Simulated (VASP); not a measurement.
Level of theory: PW91 GGA, VASP's PBE PAW potentials (set 64) (plane waves; VASP 6.6.1).

VASP ran on this input.

### KPOINTS
```
k-points along high-symmetry lines
15
Line-mode
Reciprocal
  0.000000   0.000000   0.000000 ! GAMMA
 -0.500000  -0.500000   0.000000 ! X

 -0.500000  -0.500000   0.000000 ! X
 -0.375000  -0.375000   0.250000 ! U

 -0.375000  -0.000000   0.375000 ! K
  0.000000   0.000000   0.000000 ! GAMMA

  0.000000   0.000000   0.000000 ! GAMMA
 -0.000000  -0.000000   0.500000 ! L

 -0.000000  -0.000000   0.500000 ! L
 -0.500000  -0.250000   0.250000 ! W

 -0.500000  -0.250000   0.250000 ! W
 -0.500000  -0.500000   0.000000 ! X
```

POSCAR:
```
InP
1
    0.0000000000     2.9782866392     2.9782866392
    2.9782866392     0.0000000000     2.9782866392
    2.9782866392     2.9782866392     0.0000000000
In P
1 1
Direct
  0.0000000000   0.0000000000   0.0000000000
  0.2500000000   0.2500000000   0.2500000000
```

### INCAR
```
! general
SYSTEM  = InP
PREC    = Accurate
ENCUT   = 520
LREAL   = .FALSE.
LASPH   = .TRUE.
ICHARG  = 11

! electronic loop
EDIFF   = 1E-7
NELM    = 100
ALGO    = Normal
LMAXMIX = 4

! smearing
ISMEAR  = 0
SIGMA   = 0.05

! functional
GGA     = 91

! output
LWAVE   = .FALSE.
LCHARG  = .FALSE.
LORBIT  = 11
```

POTCAR, in this order: In_d P (PBE.64 set). Program: vasp_std. Read from the step before: CHGCAR.

What VASP printed:

File OSZICAR:
```
       N       E                     dE             d eps       ncg     rms          rms(c)
DAV:   1     0.114681537235E+03    0.11468E+03   -0.86591E+03  2355   0.152E+03
DAV:   2     0.134276137040E+01   -0.11334E+03   -0.11006E+03  2460   0.331E+02
DAV:   3    -0.702515206888E+01   -0.83679E+01   -0.81548E+01  3050   0.914E+01
DAV:   4    -0.726894665507E+01   -0.24379E+00   -0.24361E+00  2858   0.172E+01
DAV:   5    -0.727856425519E+01   -0.96176E-02   -0.96172E-02  3416   0.295E+00
DAV:   6    -0.727879402541E+01   -0.22977E-03   -0.22977E-03  3075   0.408E-01
DAV:   7    -0.727880027846E+01   -0.62530E-05   -0.62529E-05  3388   0.678E-02
DAV:   8    -0.727880038465E+01   -0.10619E-06   -0.10617E-06  2942   0.869E-03
DAV:   9    -0.727880038655E+01   -0.18997E-08   -0.19024E-08  2025   0.151E-03
   1 F= -.72788004E+01 E0= -.72788004E+01  d E =-.472731E-10
```

File OUTCAR:
```
 val. band max:        4.6266727224   @ k =   0.0000   0.0000   0.0000

 cond. band min:       5.0518660071   @ k =   0.0000   0.0000   0.0000



 k-point     1 :       0.0000    0.0000    0.0000
  band No.  band energies     occupation
      1      -9.4800      2.00000
      2      -9.4800      2.00000
      3      -9.4800      2.00000
      4      -9.3496      2.00000
      5      -9.3496      2.00000
      6      -6.5657      2.00000
      7       4.6267      2.00000
      8       4.6267      2.00000
      9       4.6267      2.00000
     10       5.0519      0.00000
     11       8.7096      0.00000
     12       8.7096      0.00000
     13       8.7096      0.00000

 k-point     2 :      -0.0357   -0.0357    0.0000
  band No.  band energies     occupation
      1      -9.4824      2.00000
      2      -9.4790      2.00000
      3      -9.4790      2.00000
      4      -9.3500      2.00000
      5      -9.3493      2.00000
      6      -6.5475      2.00000
      7       4.2815      2.00000
      8       4.5807      2.00000
      9       4.5807      2.00000
     10       5.3952      0.00000
     11       8.6447      0.00000
     12       8.7727      0.00000
     13       8.7727      0.00000

 k-point     3 :      -0.0714   -0.0714    0.0000
  band No.  band energies     occupation
      1      -9.4893      2.00000
      2      -9.4758      2.00000
      3      -9.4758      2.00000
      4      -9.3512      2.00000
      5      -9.3482      2.00000
      6      -6.4932      2.00000
      7       3.7881      2.00000
      8       4.4520      2.00000
      9       4.4520      2.00000
     10       5.8801      0.00000
     11       8.4692      0.00000
     12       8.9529      0.00000
     13       8.9529      0.00000

 k-point     4 :      -0.1071   -0.1071    0.0000
  band No.  band energies     occupation
      1      -9.5002      2.00000
      2      -9.4707      2.00000
      3      -9.4707      2.00000
      4      -9.3533      2.00000
...
```

The density is held fixed in this step, so its total energy and stress have no physical meaning. Unless said otherwise, spin-orbit coupling is left out, though it shifts the bands of the heavy elements here.

The compound is InP in the zinc blende structure. It was relaxed first.
